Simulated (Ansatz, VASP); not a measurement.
One calculation of CeNiAsO, two programs

INCAR

```
SYSTEM = CeNiAsO
PREC = Accurate
ENCUT = 520
EDIFF = 1E-6
ISMEAR = -1
SIGMA = 0.05
LREAL = .FALSE.
LASPH = .TRUE.
NELM = 120
ALGO = Fast
ISIF = 2
LWAVE = .FALSE.
LCHARG = .FALSE.
LMAXMIX = 6
LDAU = .TRUE.
LDAUTYPE = 2
LDAUL = 3 -1 2 -1
LDAUU = 3 0 3 0
LDAUJ = 0 0 0 0
LDAUPRINT = 1
NBANDS = 43
```

The input KPOINTS:

```
Automatic mesh
0
G
  5 5 3
  0 0 0
```

POSCAR

```
CeNiAsO
1.0
    4.0145370000      0.0000000000      0.0000000000
    0.0000000000      4.0145370000      0.0000000000
    0.0000000000      0.0000000000      7.9072300000
Ce As Ni O
2 2 2 2
Direct
    0.5000000000      0.0000000000      0.1547390000
    0.0000000000      0.5000000000      0.8452610000
    0.5000000000      0.0000000000      0.6486320000
    0.0000000000      0.5000000000      0.3513680000
    0.5000000000      0.5000000000      0.5000000000
    0.0000000000      0.0000000000      0.5000000000
    0.5000000000      0.5000000000      0.0000000000
    0.0000000000      0.0000000000      0.0000000000
```

File input.yaml:

```yaml
crystal:
  lattice:
    - [4.014537, 0.0, 0.0]
    - [0.0, 4.014537, 0.0]
    - [0.0, 0.0, 7.90723]
  atoms:
    - { symbol: Ce, position: [0.5, 0.0, 0.154739] }
    - { symbol: Ce, position: [0.0, 0.5, 0.845261] }
    - { symbol: As, position: [0.5, 0.0, 0.648632] }
    - { symbol: As, position: [0.0, 0.5, 0.351368] }
    - { symbol: Ni, position: [0.5, 0.5, 0.5] }
    - { symbol: Ni, position: [0.0, 0.0, 0.5] }
    - { symbol: O, position: [0.5, 0.5, 0.0] }
    - { symbol: O, position: [0.0, 0.0, 0.0] }
hamiltonian:
  xc: lda
  pseudopotentials: { kind: paw }
  hubbard:
    sites:
      - { species: Ce, l: f, u_eff: 3.0 }
      - { species: Ni, l: d, u_eff: 3.0 }
kpoints:
  mp_grid: { grid: [5, 5, 3] }
scf:
  occupations: { method: fermi_dirac, width: 0.05 }
output:
  forces: true
  stress: true
  eigenvalues: true
```

The cell is a database's computed one.

Alike in both runs: task single point; functional LDA; k mesh 5 × 5 × 3; occupations fermi-dirac, width 0.05 eV; no spin polarisation; Hubbard terms Ce f U = 3 eV, Ni d U = 3 eV.

```csv
,VASP,Ansatz
version,VASP 6.6.1,Ansatz 0.2.0
potentials or method,"VASP PAW LDA potentials, release 64 (Ce, As, Ni, O)",Ansatz PAW
plane-wave cutoff (eV),520,420
valence electrons in the cell,66,102
```

|  | VASP | Ansatz | Ansatz less VASP |
| --- | --- | --- | --- |
| gap on the k mesh at the Fermi level (eV) | none | none | - |
| pressure (GPa) | -8.9 | -8.3 | +0.58 |
| largest component of the traceless stress (GPa) | 0.51 | 0.51 | -0.006 |
| rms of the force components (eV/Å) | 0.135 | 0.099 | -0.0352 |

The programs project onto different local orbitals, so the same U acts differently. Atom by atom the forces differ by 0.086 eV/Å (rms over components). A gap of «none» marks a metal or a gap that the smearing closes. The two sets of potentials don't hold the same shells in valence.

Caveats: the run has no spin polarisation, though such a crystal can be magnetic; U without spin polarisation on a metal has little footing; the magnetic or orbital state may not be the lowest (Ansatz); the PAW data sets come from PBE, with cores solved anew for the run's functional, which leaves a small shift of forces and pressure (Ansatz). Spin polarisation is off, so any magnetic state and its effect on volume and gap are missing. Spin-orbit coupling is left out, which matters for the levels of Ce.
